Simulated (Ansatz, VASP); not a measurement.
# TaN: VASP beside Ansatz

Aim: how closely do two programs agree when they are given the same cell, functional and k mesh? The cell is taken from a series of runs on this material, whose earlier steps may have relaxed, scaled, displaced or heated it; both programs get it as it stands.

Program: Ansatz 0.2.0. Level of theory: plane waves, with VASP 6.6.1 beside it; zone-centre phonons at PBEsol. Results are calculated unless marked as measured.

**1. Set-up**

Symmetry: P-62m, No. 189, hexagonal system. Conventional cell: a = 5.190 Å, b = 5.190 Å, c = 2.867 Å, α = 90.00°, β = 90.00°, γ = 120.00°. Nearest to N lie 5 Ta at 2.04 to 2.15 Å. Nearest to Ta lie 6 N at 2.15 Å. Nearest to Ta lie 3 N at 2.04 Å. Farther neighbours and most contacts between anions are not listed.

**2. Ansatz: zone-centre phonons, PBEsol**

Ansatz runs on its PAW soft_1 files.

Second derivatives magnify differences that forces hide, and they need a tight electronic threshold.

input.yaml reads:

```yaml
crystal:
  lattice:
    - [5.1897024537, 0.0, 0.0]
    - [-2.5948512269, 4.494414163, 0.0]
    - [0.0, 0.0, 2.8670611843]
  atoms:
    - { symbol: "N", position: [0.3929941227, -3.75e-08, 0.0] }
    - { symbol: "N", position: [0.6070059354, 0.6070059354, 0.0] }
    - { symbol: "N", position: [-3.75e-08, 0.3929941227, 0.0] }
    - { symbol: Ta, position: [0.3333333197, 0.6666665948, 0.5] }
    - { symbol: Ta, position: [0.6666665948, 0.3333333197, 0.5] }
    - { symbol: Ta, position: [6.48e-08, 6.48e-08, 0.0] }
kpoints:
  mp_grid: { grid: [9, 9, 12] }
hamiltonian:
  xc: pbesol
  pseudopotentials: { kind: paw, azcp: { folder: soft_1 }, xc_functional: pbe }
scf:
  occupations: { method: methfessel_paxton, width: 0.2 }
output:
  eigenvalues: true
phonons:
  method: dfpt
```

The run is started by

```
ansatz run input.yaml --threads 8 --pin off --max-ram 16384MiB --backend cpu --events-out ev --progress --plain --runs-dir out
```

Numbers of over 12 decimals in the logs are rounded to 6 here.

Log:

```text
zone centre: on kpoints.mp_grid the ground state, and the responses unless they are solved on pairs of k-points, stand on 287 of the mesh's 972 k-points, reduced under 2 symmetry operations, with k and −k counted as one. Each operation leaves every solved displacement unchanged or reverses it
Engine: ansatz 0.2.0, aarch64-unknown-linux-gnu
Pseudopotentials: kind: paw
Pseudopotential: N, paw, valence charge 5, recommended cutoff 420 eV (normal), soft_1/N.paw.azcp
Pseudopotential: Ta, paw, valence charge 13, recommended cutoff 420 eV (normal), soft_1/Ta.paw.azcp
Functional definition: PBEsol
  exchange = pbesol_x
  correlation = pbesol_c
Crystal: 6 atoms, lattice volume = 66.873 Å³
Basis set: ecut = 420 eV, 1287 PW (Γ), exchange–correlation on 72×72×40 points (8 copies of the dense FFT grid, shifted against one another)
Bands: 33, of which v1, the nominal top of the filled ones, is band 27 counted from 1 (26 counted from 0)
Symmetry: 12 space group operations
k-points: 287 of 972 (irreducible under 2 space group operations, time reversal used)
Non-local potential: N, projectors of the file, l = 0: 2, l = 1: 2, l = 2: 1
Non-local potential: Ta, projectors of the file, l = 0: 3, l = 1: 2, l = 2: 2, l = 3: 1
PAW form: soft (Blöchl's): semilocal exchange-correlation on the pseudo side does not see the compensation charge
PAW frozen core: N, regenerated for the run's functional, and the local potential with it (the file was generated under x = pbe(κ = 0.804, μ = 0.219515), c = pbe(β = 0.066725))
PAW frozen core: Ta, regenerated for the run's functional, and the local potential with it (the file was generated under x = pbe(κ = 0.804, μ = 0.219515), c = pbe(β = 0.066725))
PAW one-centre angular grid: N, 110 points (default); XC on 64 Gauss nodes
PAW one-centre angular grid: Ta, 590 points (default); XC on 64 Gauss nodes
Initial density: superposition of atomic densities (chi_scale 0.1, normalization cell, long waves kept (reshape's long-wave potential 0.01 eV rms))
Initial wavefunctions: pseudopotential atomic-orbital guess
Functional: x = pbesol(κ = 0.804, μ = 0.123457), c = pbesol(β = 0.046)
SCF iter   1: F=—  HF=-30566.447930 eV  |F-HF|=—  |Δ(HF+E_count)|=         —  Δρ=6.57e-2  dr2=3.63e0  ethr=3.10e-3  ⟨swp⟩=4.6  Hψ=36999  notcnv=0
preconditioner: auto → Kerker (q_TF=auto, 2.633 Å⁻¹)  [metal: Δε(μ)=0.102 eV  Ē_g=10.009 eV  σ=0.200 eV  W_gap=0.41  n_scr=26 (ndim 8)  ℏωp=24.9 eV  f_vac=0.000  D(μ)=0.24/eV (n_scr^D=0)]
SCF iter   2: F=—  HF=-30565.814877 eV  |F-HF|=—  |Δ(HF+E_count)|=   6.33e-1  S|Δr|=    0.00e0  Δρ=3.25e-2  dr2=5.39e-1  ethr=3.10e-3  ⟨swp⟩=2.0  Hψ=16667  notcnv=0  defer=324
SCF iter   3: F=—  HF=-30565.744999 eV  |F-HF|=—  |Δ(HF+E_count)|=   6.99e-2  S|Δr|=    0.00e0  Δρ=1.26e-2  dr2=6.86e-2  ethr=9.97e-4  ⟨swp⟩=1.6  Hψ=9430  notcnv=0  defer=324
SCF iter   4: F=—  HF=-30565.734502 eV  |F-HF|=—  |Δ(HF+E_count)|=   1.05e-2  S|Δr|=    0.00e0  Δρ=2.30e-3  dr2=3.97e-3  ethr=1.27e-4  ⟨swp⟩=2.2  Hψ=12707  notcnv=0  defer=304
SCF iter   5: F=—  HF=-30565.733906 eV  |F-HF|=—  |Δ(HF+E_count)|=   5.96e-4  S|Δr|=    0.00e0  Δρ=7.59e-4  dr2=3.95e-4  ethr=7.35e-6  ⟨swp⟩=2.0  Hψ=10165  notcnv=0  defer=304
SCF iter   6: F=—  HF=-30565.733819 eV  |F-HF|=—  |Δ(HF+E_count)|=   8.65e-5  S|Δr|=    0.00e0  Δρ=1.35e-4  dr2=1.37e-5  ethr=7.31e-7  ⟨swp⟩=2.5  Hψ=13331  notcnv=0  defer=303
SCF iter   7: F=—  HF=-30565.733817 eV  |F-HF|=—  |Δ(HF+E_count)|=   2.10e-6  S|Δr|=    0.00e0  Δρ=2.64e-5  dr2=4.31e-7  ethr=2.54e-8  ⟨swp⟩=2.0  Hψ=13454  notcnv=0  defer=303
SCF iter   8: F=—  HF=-30565.733821 eV  |F-HF|=—  |Δ(HF+E_count)|=   4.42e-6  S|Δr|=    0.00e0  Δρ=5.01e-6  dr2=1.60e-8  ethr=7.98e-10  ⟨swp⟩=2.0  Hψ=13713  notcnv=0  defer=303
SCF iter   9: F=—  HF=-30565.733821 eV  |F-HF|=—  |Δ(HF+E_count)|=   2.84e-9  S|Δr|=    0.00e0  Δρ=7.18e-7  dr2=3.72e-10  ethr=2.96e-11  ⟨swp⟩=2.0  Hψ=13193  notcnv=0  defer=303
SCF iter  10: F=-30565.733821 eV  HF=-30565.733821 eV  |F-HF|=3.64e-12  |Δ(HF+E_count)|=  4.37e-11  S|Δr|=    0.00e0  Δρ=1.11e-7  dr2=6.18e-12  ethr=1.00e-12  ⟨swp⟩=9.2  Hψ=54778  notcnv=0
SCF 1 converged in 10 iterations: F = -30565.733821 eV  dr2 = 6.18e-12
  greatest PAW one-centre occupation: 0.999 electrons in one spin orbital (limit 2), on the Ta atom at site 3 (counted from 0), in its partial waves of l = 0
DFPT response loops at Γ: preconditioner auto → Kerker (q_TF=auto, 2.633 Å⁻¹) (partly filled bands, converged f_vac=0.000); β = 1.00, the filter's whole step (`scf.mixing.beta` (0.50) is not read by the response loops under this deck's `scf.mixing.preconditioner`; to damp them name `kerker` or `kerker_dos`, under which they read `scf.mixing.beta`, and type it under 1.00, their step now; both keys bind the ground state too); Broyden in place of MSR1
SCF converged after 10 iterations
Stability not checked: this state was not tested for a lower state beside it, because cold or Methfessel-Paxton smearing, or corrected tetrahedra, fill the levels in a way that the test cannot read (fill_not_monotonic; see scf.lower_state_search)
Free energy (F): -30565.733821 eV
Harris-Foulkes:  -30565.733821 eV  (|F-HF|=3.64e-12)
Internal energy: -30565.736832 eV  (E = F + TS)
E sigma→0 (E₀):  -30565.734574 eV
Entropy (-TS):   0.003010 eV (0.502 meV/atom)
Fermi energy:    19.949916 eV
Step filling:    the computed levels leave a gap of 0.1745 eV = 0.9 smearing widths at the electron count; against every level under it full and every level over it empty, smearing changes F+E_penalty+E_count by +2.121 meV and its σ→0 estimate by +1.368 meV
--- Per-component energies (eV) ---
  E_band       = -211.539006
  E_kinetic    = 1571.790066
  E_local      = -1961.787066  (includes V_loc(G=0)·N_el)
  E_nonlocal   = 80.306450
  E_hartree    = 702.378264
  E_xc         = -1136.540240
  E_vxc        = -929.911484  (∫ρ·V_xc dr)
  E_paw        = -24914.593792  (= ΣΔE_a)
  E_vpaw       = -376.696285  (= ΣTr[D̂ρ^β])
  E_aug_tail   = 0.002759  (compensation charges beyond the density's cutoff)
  E_ewald      = -4908.018707
  E_core_change = 0.725435  (= ΣΔE_core)
  E_smearing   = 0.003010  (= −TS)
  E_closure    = 0.000000  (closes the sum)
  Σ components = -30565.733821   (vs F -30565.733821, Δ=0.00e0)
--- Band table (eV; the first three rows and the last of 287) ---
  k-point 0: bands = [... 23 lower, 15.5585, 16.5755, 17.7799, 18.8672, 18.8672, 20.5585, 20.5585, 21.5176, ... 2 higher]
  k-point 1: bands = [... 23 lower, 15.1757, 16.7843, 18.1586, 18.5541, 18.5541, 20.9468, 20.9468, 21.6421, ... 2 higher]
  k-point 2: bands = [... 23 lower, 14.4930, 17.5328, 18.1651, 18.1651, 19.0137, 21.3318, 21.3318, 21.9062, ... 2 higher]
  k-point 286: bands = [... 23 lower, 15.7190, 16.5943, 17.7348, 18.7783, 20.9802, 21.4349, 22.6583, 22.7404, ... 2 higher]
--- Phonons (Γ-DFPT): 7 representative perturbations + reference, on 287 of 972 k-points (Σ response iterations 22) ---
  k mesh reduced under 2 symmetry operations, with k and −k counted as one. Each operation leaves every solved displacement unchanged or reverses it
  ASR residual: 3.282e-5 → 0.000e0 eV/Å²; symmetrization residual: 2.708e-6 eV/Å²
  ASR residual per site (eV/Å²): 3.28e-5 2.82e-5 2.82e-5 2.80e-5 2.80e-5 2.03e-5
  Γ frequencies (cm⁻¹): 0.00 0.00 0.00 148.97 188.63 188.63 192.08 231.80 231.80 587.34 587.34 607.11 611.30 611.30 618.01 650.56 650.56 706.25
  non-analytic LO–TO correction: not included (Born effective charges unavailable; polar crystals: no LO–TO splitting at Γ)
```

[end of part 1 of 3]

[Lines on the potential files, build, host, timing and source positions are cut from VASP's logs without a mark.]

[Logs are printed without paths, hosts, clocks, repeated set-up lines and the standing remarks that a program may print on its own settings, such as how far it seeks lower states.]

[Hosts, paths, dates, database ids (printed as entryN), source tags and the programs' standing remarks are cut or masked in the printed files.]
